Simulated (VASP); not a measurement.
Data:

```
CELL_PARAMETERS angstrom
     -2.44896     2.44896     1.26443
      2.44896    -2.44896     1.26443
      2.44896     2.44896    -1.26443
ATOMIC_POSITIONS crystal
  Tc 0.75000 0.25000 0.50000
  Tc 0.00000 0.00000 0.00000
```

Level of theory: PBEsol GGA, VASP's PBE PAW potentials (set 64) (plane waves; VASP). Run with 400 eV cut-off, Gaussian smearing of 0.050 eV, potentials Tc_pv.

Problem. Give the energies of bands 7 to 16 at the high-symmetry points, in eV from the Fermi level.

Solution. 
```
band      Γ      X      M      Z      P      N
----  -----  -----  -----  -----  -----  -----
7     -7.53  -5.13  -5.06  -4.67  -5.09  -5.52
8     -6.21  -5.13  -5.06  -4.67  -5.09  -5.36
9     -4.76  -3.77  -3.59  -3.54  -4.59  -4.12
10    -4.37  -3.77  -3.59  -2.59  -4.59  -3.14
11    -3.86  -2.22  -0.34  -1.66  -1.09  -1.58
12     0.84  -2.22  -0.34  -1.27  -1.09  -1.48
13     0.84  -0.07  -0.24  -0.92   1.04   0.21
14     0.87  -0.07  -0.24  -0.92   1.04   0.64
15     0.87   1.65   1.22   1.06   2.39   1.92
16     2.69   1.65   1.22   1.79   2.39   1.94
```

It has no gap at this level: it comes out as a metal or semimetal.

The structure was generated: Tc was put into the beta-Sn type (I4_1/amd), which need not be its known phase. It was relaxed first.
